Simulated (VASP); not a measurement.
Data:

```
CELL_PARAMETERS angstrom
      3.94339     0.00000     0.00000
      0.00000     3.94339     0.00000
      0.00000     0.00000     4.88471
ATOMIC_POSITIONS crystal
  Pb 0.50000 0.00000 0.75806
  Pb 0.00000 0.50000 0.24194
  O  0.50000 0.50000 0.00000
  O  0.00000 0.00000 0.00000
```

Level of theory: LDA (Ceperley-Alder, Perdew-Zunger), VASP's LDA PAW potentials (set 64) (plane waves; VASP). Numerical set-up: 620 eV cut-off, 6×6×5 Γ-centred mesh, Gaussian smearing of 0.050 eV, potentials Pb_d O.

Energy and stress use the plane-wave basis of the starting cell.

### Question
The ions, cell shape and volume at an external pressure of 5.0 GPa are relaxed. Predict the relaxed structure.

### Answer

```
CELL_PARAMETERS angstrom
      3.92064     0.00000     0.00000
      0.00000     3.92064     0.00000
      0.00000     0.00000     4.37825
ATOMIC_POSITIONS crystal
  Pb 0.50000 0.00000 0.73324
  Pb 0.00000 0.50000 0.26676
  O  0.50000 0.50000 0.00000
  O  0.00000 0.00000 0.00000
```
Space group P4/nmm (129), at a tolerance of 0.03 Å.

### Question
How do energy and volume change from the first to the last step?

### Answer
The energy (σ→0) changes by +27.8 meV/atom and the volume by -11.4 %, in 12 ionic steps.

The compound is PbO in the litharge structure. This run relaxes it under an external pressure of 5 GPa. Symmetry was kept, so distortions that lower it aren't found.
